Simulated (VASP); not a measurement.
All values below come from revPBE GGA, VASP's PBE PAW potentials (set 64) (plane waves; VASP 6.6.1).

VASP ran on this input.

POSCAR:
```
Sr
1
    0.0000000000     3.0400000000     3.0400000000
    3.0400000000     0.0000000000     3.0400000000
    3.0400000000     3.0400000000     0.0000000000
Sr
1
Direct
  0.0000000000   0.0000000000   0.0000000000
```

**INCAR**
```
# general
SYSTEM  = Sr
PREC    = Accurate
ENCUT   = 520   # plane-wave cut-off (eV)
LREAL   = .FALSE.
LASPH   = .TRUE.   # aspherical one-centre terms

# electronic loop
EDIFF   = 1E-6   # SCF stop (eV)
NELM    = 100   # most electronic steps
ALGO    = Normal
LMAXMIX = 4

# smearing
ISMEAR  = 1   # Methfessel-Paxton
SIGMA   = 0.1

# functional
GGA     = RE   # revPBE

# ions
IBRION  = 2   # conjugate gradients
NSW     = 60   # most ionic steps
ISIF    = 3   # ions, shape and volume
EDIFFG  = -0.01

# output
LWAVE   = .FALSE.
LCHARG  = .FALSE.
```

KPOINTS:
```
Automatic mesh
0
Gamma
9 9 9
0 0 0
```

POTCAR, in this order: Sr_sv (PBE.64 set). Program: vasp_std.

The run wrote:

OSZICAR:
```
       N       E                     dE             d eps       ncg     rms          rms(c)
DAV:   1     0.373372181754E+02    0.37337E+02   -0.49562E+03   630   0.960E+02
DAV:   2     0.777315495936E-01   -0.37259E+02   -0.36967E+02   694   0.167E+02
DAV:   3    -0.140525580146E+01   -0.14830E+01   -0.14766E+01   934   0.274E+01
DAV:   4    -0.146499466734E+01   -0.59739E-01   -0.59694E-01   946   0.472E+00
DAV:   5    -0.146577376957E+01   -0.77910E-03   -0.77885E-03   998   0.414E-01    0.107E+01
DAV:   6    -0.147098785061E+01   -0.52141E-02   -0.93957E-03   770   0.131E+00    0.600E+00
DAV:   7    -0.147520299723E+01   -0.42151E-02   -0.16389E-02   672   0.174E+00    0.366E-01
DAV:   8    -0.147530541309E+01   -0.10242E-03   -0.19265E-03   856   0.343E-01    0.159E-01
DAV:   9    -0.147533995721E+01   -0.34544E-04   -0.11972E-04   758   0.114E-01    0.435E-02
DAV:  10    -0.147535732295E+01   -0.17366E-04   -0.25274E-05   845   0.435E-02    0.456E-02
DAV:  11    -0.147535589882E+01    0.14241E-05   -0.16907E-06   814   0.132E-02    0.381E-03
DAV:  12    -0.147535541965E+01    0.47917E-06   -0.12948E-07   409   0.262E-03
   1 F= -.14753554E+01 E0= -.14752178E+01  d E =-.147536E+01
       N       E                     dE             d eps       ncg     rms          rms(c)
DAV:   1    -0.148236623659E+01   -0.70103E-02   -0.17281E-01   686   0.348E+00    0.661E-01
DAV:   2    -0.147752211178E+01    0.48441E-02   -0.15139E-02   702   0.122E+00    0.268E-01
DAV:   3    -0.147558372221E+01    0.19384E-02   -0.63639E-03   926   0.516E-01    0.169E-01
DAV:   4    -0.147574783941E+01   -0.16412E-03   -0.46613E-04  1134   0.139E-01    0.112E-01
DAV:   5    -0.147587443054E+01   -0.12659E-03   -0.60532E-04   978   0.158E-01    0.294E-02
DAV:   6    -0.147587846330E+01   -0.40328E-05   -0.58890E-06   737   0.221E-02    0.110E-02
DAV:   7    -0.147587781259E+01    0.65071E-06   -0.18933E-06   585   0.108E-02
   2 F= -.14758778E+01 E0= -.14756347E+01  d E =-.522393E-03
       N       E                     dE             d eps       ncg     rms          rms(c)
DAV:   1    -0.148020101034E+01   -0.43225E-02   -0.11078E-01   685   0.278E+00    0.526E-01
DAV:   2    -0.147706856525E+01    0.31324E-02   -0.96646E-03   698   0.970E-01    0.214E-01
DAV:   3    -0.147582206648E+01    0.12465E-02   -0.42064E-03   928   0.418E-01    0.134E-01
DAV:   4    -0.147592947032E+01   -0.10740E-03   -0.27799E-04  1131   0.108E-01    0.880E-02
DAV:   5    -0.147600580038E+01   -0.76330E-04   -0.39278E-04   964   0.127E-01    0.227E-02
DAV:   6    -0.147600888787E+01   -0.30875E-05   -0.36892E-06   704   0.169E-02    0.840E-03
DAV:   7    -0.147600831319E+01    0.57468E-06   -0.97121E-07   417   0.862E-03
   3 F= -.14760083E+01 E0= -.14756841E+01  d E =-.652894E-03
```

OUTCAR:
```
------------------------ aborting loop because EDIFF is reached ----------------------------------------
  FORCE on cell =-STRESS in cart. coord.  units (eV):
  Direction    XX          YY          ZZ          XY          YZ          ZX
  --------------------------------------------------------------------------------------
  Total        0.0001558      0.0001558      0.0001558     -0.0000000     -0.0000000      0.0000000
  in kB        0.0043618      0.0043618      0.0043618     -0.0000000     -0.0000000      0.0000000
  external PRESSURE =       0.0043618 kB  Pullay stress =       0.0000000 kB
  volume of cell :       57.23
      direct lattice vectors                 reciprocal lattice vectors
    -0.000000000  3.058735247  3.058735247    -0.163466256  0.163466256  0.163466256
     3.058735247  0.000000000  3.058735247     0.163466256 -0.163466256  0.163466256
     3.058735247  3.058735247  0.000000000     0.163466256  0.163466256 -0.163466256
 POSITION                                       TOTAL-FORCE (eV/Angst)
 -----------------------------------------------------------------------------------
      0.00000      0.00000      0.00000         0.000000     -0.000000     -0.000000
 -----------------------------------------------------------------------------------
    total drift:                                0.000000      0.000000      0.000000
  FREE ENERGIE OF THE ION-ELECTRON SYSTEM (eV)
  ---------------------------------------------------
  free  energy   TOTEN  =        -1.4760083132 eV

  energy  without entropy=       -1.4750357032  energy(sigma->0) =       -1.47568411

 reached required accuracy - stopping structural energy minimisation
```
(Selected blocks of OUTCAR.)

**CONTCAR**
```
Sr
   1.00000000000000
    -0.0000000000000000    3.0587352469523554    3.0587352469523554
     3.0587352469523554    0.0000000000000000    3.0587352469523554
     3.0587352469523554    3.0587352469523554    0.0000000000000000
  Sr
     1
Direct
     0.0000000000000000    0.0000000000000000    0.0000000000000000
```

The compound is Sr in the fcc structure. This run relaxes it. Symmetry was kept, so distortions that lower it aren't found.
